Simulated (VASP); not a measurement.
Given:

```xyz
4
Lattice="1.2827 -2.2217 0.0000 1.2827 2.2217 0.0000 0.0000 0.0000 4.2417" Properties=species:S:1:pos:R:3 pbc="T T T"
B      1.2827    -0.7406     2.1220
B      1.2827     0.7406     0.0011
N      1.2827    -0.7406     3.7104
N      1.2827     0.7406     1.5895
```

Level of theory: revPBE GGA, VASP's PBE PAW potentials (set 64) (plane waves; VASP). Run with 520 eV cut-off, Gaussian smearing of 0.050 eV, potentials B N.

Question: Give the energies of bands 3 to 11 at the high-symmetry points, in eV from the valence-band maximum.

Answer: 
| band | Γ | M | K | A | L | H |
|---|---|---|---|---|---|---|
| 3 | -10.71 | -9.35 | -9.01 | -5.63 | -9.85 | -8.72 |
| 4 | -2.08 | -7.68 | -7.13 | -5.63 | -9.85 | -8.72 |
| 5 | -2.08 | -6.80 | -7.13 | -1.15 | -3.68 | -7.54 |
| 6 | -0.27 | -4.87 | -5.32 | -1.15 | -3.68 | -7.54 |
| 7 | 0.00 | -4.30 | -5.32 | -1.15 | -3.50 | -2.97 |
| 8 | 0.00 | -2.06 | -5.30 | -1.15 | -3.50 | -2.97 |
| 9 | 8.32 | 6.65 | 5.27 | 9.30 | 6.53 | 9.17 |
| 10 | 8.32 | 7.93 | 13.26 | 9.30 | 6.53 | 9.17 |
| 11 | 8.52 | 10.52 | 13.27 | 9.85 | 9.90 | 10.15 |

The gap is indirect, 5.27 eV, from the valence maximum at Γ to the conduction minimum at K.

The compound is BN in the wurtzite structure, a metastable high-pressure form. It was relaxed first.
